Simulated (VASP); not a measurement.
The system is KAgBr2.

```
K Ag Br
1.0
     2.18561    1.26186    7.06935
    -2.18561    1.26186    7.06935
     0.00000   -2.52373    7.06935
K Ag Br
1 1 2
Cartesian
  2.1856 1.2619 7.0693
  0.0000 0.0000 10.6040
  0.0000 0.0000 5.0417
  0.0000 0.0000 16.1663
```

The cell was built by a generator and needn't be a form met in nature.

Base run:

| Item | Value |
| --- | --- |
| Program | VASP 6.6.1 |
| Functional | r2SCAN |
| Potentials or basis | VASP PAW PBE potentials, release 64 (K_sv, Ag, Br) |
| Cutoff | 520 eV |
| k mesh | 6 × 6 × 6 |
| Occupations | gaussian, width 0.01 eV |
| Spin | no spin polarisation |

Its results: band gap on the k mesh 2.79 eV, indirect (least direct gap 2.91 eV); pressure 0.0 GPa.

**Question.** The run is repeated on the same cell with these changes: functional from r2SCAN to PBE. What comes out?

**Answer.** Band gap on the k mesh 2.24 eV, indirect (least direct gap 2.37 eV); pressure 0.9 GPa.

r2SCAN gives the wider gap, since meta-GGAs in the generalised Kohn-Sham scheme recover part of the derivative discontinuity.

Caveats: the PAW data sets were made with another functional, which shifts forces and pressure a little (some runs).

A k mesh can miss the band edges.
